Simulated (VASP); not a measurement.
Computed with PW91 GGA, VASP's PBE PAW potentials (set 64) (plane waves; VASP 6.6.1).

Input for VASP

File KPOINTS:
```
Automatic mesh
0
Gamma
9 9 9
0 0 0
```

### POSCAR
```
GaAs
1
    0.0000000000     2.8726059945     2.8726059945
    2.8726059945     0.0000000000     2.8726059945
    2.8726059945     2.8726059945     0.0000000000
Ga As
1 1
Direct
  0.0000000000   0.0000000000   0.0000000000
  0.2500000000   0.2500000000   0.2500000000
```

**INCAR**
```
SYSTEM = GaAs
PREC = Accurate
ENCUT = 520
EDIFF = 1E-7
NELM = 100
ALGO = Normal
LREAL = .FALSE.
LASPH = .TRUE.
ISMEAR = -5
GGA = 91
LMAXMIX = 4
LWAVE = .FALSE.
LCHARG = .TRUE.
LORBIT = 11
NEDOS = 601
ISIF = 2
```

POTCAR, in this order: Ga_d As (PBE.64 set). Program: vasp_std.

### Question
Estimate the energy per atom (σ→0), band gap (on the k-mesh).

### Answer

| Item | Result |
|---|---|
| energy per atom (σ→0) | -4.166 eV/atom |
| band gap (on the k-mesh) | 0.15 eV |

File OSZICAR:
```
...
DAV:   8    -0.833072802829E+01    0.23825E-04   -0.95883E-03  1075   0.135E+00    0.900E-02
DAV:   9    -0.833104788517E+01   -0.31986E-03   -0.95886E-04  1092   0.436E-01    0.547E-02
DAV:  10    -0.833109950950E+01   -0.51624E-04   -0.67994E-05  1211   0.915E-02    0.300E-02
DAV:  11    -0.833114095044E+01   -0.41441E-04   -0.59312E-05   985   0.696E-02    0.342E-03
DAV:  12    -0.833114123917E+01   -0.28874E-06   -0.11176E-06  1090   0.167E-02    0.148E-03
DAV:  13    -0.833114157616E+01   -0.33699E-06   -0.41310E-07  1020   0.547E-03    0.579E-04
DAV:  14    -0.833114156104E+01    0.15126E-07   -0.89973E-09   560   0.134E-03
   1 F= -.83311416E+01 E0= -.83311416E+01  d E =0.000000E+00
```

The compound is GaAs in the zinc blende structure. It was relaxed first, which changed the volume by +5 %.
